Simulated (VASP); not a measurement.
Crystal: BN.

```
CELL_PARAMETERS angstrom
0.00000 1.81229 1.81229
1.81229 0.00000 1.81229
1.81229 1.81229 0.00000
ATOMIC_POSITIONS crystal
B 0.00000 0.00000 0.00000
N 0.25000 0.25000 0.25000
```

The cell is a database's computed one.

Base run:

```yaml
Program: VASP 6.6.1
Functional: PBE0
Potentials_or_basis: VASP PAW PBE potentials, release 64 (B, N)
Cutoff: 450 eV
k_mesh: 12 × 12 × 12
Occupations: gaussian, width 0.02 eV
Spin: no spin polarisation
```

Its results: band gap on the k mesh 6.52 eV, indirect (least direct gap 11.27 eV).

Q: The run is repeated on the same cell with these changes: functional from PBE0 to HSE06. What comes out?

A: Band gap on the k mesh 5.78 eV, indirect (least direct gap 10.53 eV).
